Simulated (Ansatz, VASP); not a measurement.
# SrSbSBr2Cl (1T-SbSBr under 1T-SrClBr, AA'): VASP beside Ansatz, part 2 of 2

Aim: how closely do two programs agree when they are given the same cell, functional and k mesh? Of the first pair: The structure shown is the start of the Ansatz relaxation below; VASP solves that cell, so the two are compared at the walk's first step.

VASP 6.6.1 and Ansatz 0.2.0.

So far. Step 4 (Side by side): The forces differ by 10 meV/Å r.m.s., which is 2.3 % of the r.m.s. force of 0.444 eV/Å (both taken over all components). With vacuum in the cell, a pressure given here is an average over mostly empty space and none of the material.

**5. Ansatz: relaxation, PBE with D3(BJ)**

Level of this step: Ansatz beside VASP: Kohn-Sham DFT, plane waves, PBE with D3(BJ) (Ansatz).

This run makes the geometry at which the two programs are then compared.

The structure compared here is the end of the Ansatz relaxation.

Input file input.yaml:

```yaml
crystal:
  lattice:
    - [4.0947075, 0.0, 0.0]
    - [-2.04735375, 3.5461207161, 0.0]
    - [0.0, 0.0, 25.4718764251]
  atoms:
    - { symbol: Br, position: [0.6666666667, 0.3333333333, 0.3140718754] }
    - { symbol: Sb, position: [0.0, 0.0, 0.3765451376] }
    - { symbol: S, position: [0.3333333333, 0.6666666667, 0.4240658986] }
    - { symbol: Br, position: [0.6666666667, 0.3333333333, 0.5457687504] }
    - { symbol: Sr, position: [0.3333333333, 0.6666666667, 0.6217519288] }
    - { symbol: Cl, position: [0.0, 0.0, 0.6859281246] }
  periodic: [true, true, false]
kpoints:
  mp_grid: { grid: [9, 9, 1] }
hamiltonian:
  xc: pbe
  dispersion: d3bj
scf:
  occupations: { method: fermi_dirac, width: 0.05 }
relax:
  f_tol: 0.01
  max_steps: 90
  cell: {}
```

Run with:

```console
$ ansatz run input.yaml --threads 4 --pin off --max-ram 8192MiB --backend cpu --events-out ev --progress --plain --runs-dir out
```

Numbers of over 12 decimals in the logs are rounded to 6 here.

Output:

```text
[...]
Crystal: 6 atoms, lattice volume = 620.653 Å³
Basis set: ecut = 420 eV, 12059 PW (Γ), exchange–correlation on 60×60×576 points (8 copies of the dense FFT grid, shifted against one another)
Bands: 32, of which v1, the nominal top of the filled ones, is band 26 counted from 1 (25 counted from 0)
Symmetry: 6 space group operations
[...]
cell:  # Å, volume = 637.0472 Å³
    - [4.148434, 0.0, 0]
    - [-2.074217, 3.592649, 0]
    - [0, 0, 42.743753]
  atoms:
    - { symbol: Br, position: [0.666667, 0.333333, 0.184482] }
    - { symbol: Sb, position: [5.096320325994445e-18, 0, 0.227689] }
    - { symbol: S, position: [0.333333, 0.666667, 0.257525] }
    - { symbol: Br, position: [0.666667, 0.333333, 0.326424] }
    - { symbol: Sr, position: [0.333333, 0.666667, 0.368201] }
    - { symbol: Cl, position: [-6.659391869263197e-18, 0, 0.404449] }
[key lines of the parts left out:]
SCF converged after 7 iterations
Free energy (F): -17585.738880 eV
Fermi energy:    -5.582169 eV
P = ½ c Tr σ = -0.0178 N/m
```

**6. VASP: single point, PBE with D3(BJ), relaxed cell, pair 2**

The same cell, functional, mesh and smearing now go to VASP, with its own data sets.

Input file INCAR:

```
SYSTEM = SrSbSBr2Cl
PREC = Accurate
ENCUT = 400
EDIFF = 1E-06
NELM = 120
ISMEAR = -1
SIGMA = 0.05
LREAL = .FALSE.
ALGO = Normal
GGA = PE
IVDW = 12
NBANDS = 27
LORBIT = 11
LWAVE = .FALSE.
LCHARG = .FALSE.
ISIF = 2
LDIPOL = .TRUE.
IDIPOL = 3
DIPOL = 0.5 0.5 0.295
LVHAR = .TRUE.
LASPH = .TRUE.
GGA_COMPAT = .FALSE.
EFERMI = MIDGAP
NELMDL = -8
KPAR = 2
```

Input file POSCAR:

```
SrSbSBr2Cl
1.0
    4.1484338860      0.0000000000      0.0000000000
   -2.0742169430      3.5926491312      0.0000000000
    0.0000000000      0.0000000000     42.7437528550
Br Sb S Sr Cl
2 1 1 1 1
Direct
    0.6666666667      0.3333333333      0.1844819581
    0.6666666667      0.3333333333      0.3264244429
    0.0000000000      0.0000000000      0.2276890034
    0.3333333333      0.6666666667      0.2575249435
    0.3333333333      0.6666666667      0.3682010312
    0.0000000000      0.0000000000      0.4044490077
```

Input file KPOINTS:

```
Automatic mesh
0
Gamma
9 9 1
0 0 0
```

Potentials, in the order of the species: Br, Sb, S, Sr_sv and Cl (PBE family, release 64).

Run with:

```console
$ mpirun -np 2 vasp_std
```

Output:

```text
[... set-up lines as in an earlier step ...]
 entering main loop
       N       E                     dE             d eps       ncg     rms          rms(c)
DAV:   1     0.329814581597E+03    0.32981E+03   -0.13091E+04   736   0.904E+02
DAV:   2     0.339751114420E+02   -0.29584E+03   -0.29097E+03   932   0.206E+02
DAV:   3    -0.208991485298E+02   -0.54874E+02   -0.54476E+02   845   0.898E+01
DAV:   4    -0.235697081547E+02   -0.26706E+01   -0.26597E+01   882   0.209E+01
[...]
DAV:  26    -0.227466963930E+02   -0.33591E-05   -0.44246E-08   420   0.783E-04    0.213E-04
DAV:  27    -0.227467000528E+02   -0.36598E-05   -0.10077E-07   446   0.935E-04    0.183E-04
DAV:  28    -0.227467003396E+02   -0.28684E-06   -0.14821E-08   423   0.431E-04
   1 F= -.24085889E+02 E0= -.24085889E+02  d E =-.812254E-06
```

OUTCAR, selected parts (step 6):

```text
 Edisp (eV)   -1.33919

  Total      -0.04056    -0.04056    -0.02369     0.00000    -0.00000    -0.00000
  in kB      -0.10202    -0.10202    -0.05958     0.00000    -0.00000    -0.00000
  external pressure =       -0.09 kB  Pullay stress =        0.00 kB

 POSITION                                       TOTAL-FORCE (eV/Angst)
 -----------------------------------------------------------------------------------
      2.07422      1.19755      7.88545        -0.000000      0.000000      0.017602
      2.07422      1.19755     13.95261         0.000000     -0.000000     -0.027558
      0.00000      0.00000      9.73228         0.000000      0.000000     -0.008746
     -0.00000      2.39510     11.00758        -0.000000      0.000000     -0.005370
     -0.00000      2.39510     15.73829         0.000000      0.000000     -0.002525
      0.00000      0.00000     17.28767         0.000000      0.000000      0.026597
 -----------------------------------------------------------------------------------
    total drift:                               -0.000001      0.000000      0.000304

  FREE ENERGIE OF THE ION-ELECTRON SYSTEM (eV)
  ---------------------------------------------------
  free  energy   TOTEN  =       -24.0858892170 eV

  energy  without entropy=      -24.0858884048  energy(sigma->0) =      -24.08588881

[... 1 part as in an earlier step ...]

[... 2 further parts left out ...]
[key lines of the parts left out:]
E-fermi :  -3.2623
```

**7. Differences**

What differs besides the data sets and the points named for the pairs above, as far as they apply: the data sets hold 52 valence electrons in Ansatz (on its default PAW (the set named soft_2) files) and 42 in VASP. Total energies have different zeros and are not compared.

The two programs side by side:

```
              quantity  Ansatz   VASP  difference
gap on the k mesh (eV)   1.205  1.198      +0.006
```

At this near-relaxed geometry the largest component of a force difference is 27 meV/Å. A gap on the mesh is an upper bound, since the band edges may lie between its points. With vacuum in the cell, a pressure given here is an average over mostly empty space and none of the material.

**8. Summary of results**

- r.m.s. force difference (single point, PBE with D3(BJ), start cell, pair 1): 2.3 % of the r.m.s. force
- difference in gap on the k mesh (single point, PBE with D3(BJ), relaxed cell, pair 2): 0.0061 eV
- r.m.s. force difference (single point, PBE with D3(BJ), relaxed cell, pair 2): 11 meV/Å

The r.m.s. force difference is 11 meV/Å (single point, PBE with D3(BJ), relaxed cell, pair 2), within the 12 meV/Å picked in this series as the mark of a large difference. The data sets hold unlike numbers of valence electrons (52 in Ansatz and 42 in VASP), so part of the differences comes from the potentials. How closely two codes agree says nothing of how well the functional describes the real material.

[Lines on the potential files, build, host, timing and source positions are cut from VASP's logs without a mark.]

[Logs are printed without paths, hosts, clocks, repeated set-up lines and the standing remarks that a program may print on its own settings, such as how far it seeks lower states.]

[Hosts, paths, dates, database ids (printed as entryN), source tags and the programs' standing remarks are cut or masked in the printed files.]
